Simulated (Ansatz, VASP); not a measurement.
This is a calculation of Rb3Mg for Ansatz 0.2.0. Atoms were shifted at random by some hundredths of an Å from the given cell, which wasn't relaxed again for these runs. The cell comes from a database or a generator and needn't be the stable form of this composition.

The input input.yaml:

```yaml
crystal:
  lattice:
    - [-3.227267, 3.227267, 6.187574]
    - [3.227267, -3.227267, 6.187574]
    - [3.227267, 3.227267, -6.187574]
  atoms:
    - { symbol: Rb, position: [0.248344, 0.749195, 0.503796] }
    - { symbol: Rb, position: [0.753127, 0.248793, 0.501698] }
    - { symbol: Rb, position: [0.497644, 0.50136, 0.004653] }
    - { symbol: Mg, position: [-0.002889, -0.000269, 0.000433] }
hamiltonian:
  xc: pbe
  pseudopotentials: { kind: paw }
kpoints:
  mp_grid: { grid: [6, 6, 6] }
scf:
  occupations: { method: fermi_dirac, width: 0.05 }
output:
  forces: true
  stress: true
  eigenvalues: true
```

Potentials or basis: Ansatz PAW.

Launch:

```sh
$ ansatz run input.yaml --threads 2 --pin off --max-ram 5120MiB --backend cpu --events-out ev --progress --plain --runs-dir out
```

Question: Translate it to VASP 6.6.1. Potentials or basis there: PBE PAW files Mg, Rb_sv, 520 eV.

Answer: As run (cutoffs and basis follow the program's own potentials, and thresholds, step limits or extra output files can differ):

File INCAR:

```
PREC = Accurate
ENCUT = 520
EDIFF = 1E-7
ISMEAR = -1
SIGMA = 0.05
LREAL = False
LASPH = True
NELM = 80
ALGO = Normal
ISIF = 2
LWAVE = False
LCHARG = False
GGA = PE
NBANDS = 22
```

File KPOINTS:

```
regular mesh
0
Gamma
  6 6 6
```

The input POSCAR:

```
Rb3Mg
1.0
   -3.2272670000      3.2272670000      6.1875740000
    3.2272670000     -3.2272670000      6.1875740000
    3.2272670000      3.2272670000     -6.1875740000
Rb Mg
3 1
Direct
    0.2483440000      0.7491950000      0.5037960000
    0.7531270000      0.2487930000      0.5016980000
    0.4976440000      0.5013600000      0.0046530000
   -0.0028890000     -0.0002690000      0.0004330000
```

Potentials or basis: VASP PAW PBE potentials, release 64 (Rb_sv, Mg).

Command:

```console
$ cat potpaw_PBE.64/Rb_sv/POTCAR potpaw_PBE.64/Mg/POTCAR > POTCAR
$ mpirun -np 1 vasp_std > vasp.out
```

Both were run:

|  | Ansatz | VASP |
| --- | --- | --- |
| Pressure | 0.0 GPa | 0.0 GPa |

Ansatz's pressure holds a Pulay term of +0.00 GPa for its cutoff of 420 eV, which the other run lacks.

The potentials hold 37 and 29 valence electrons a cell.

Where Ansatz's input types no cutoff or centring, it takes its own default and a Γ-centred mesh.

Pressure is positive in compression.
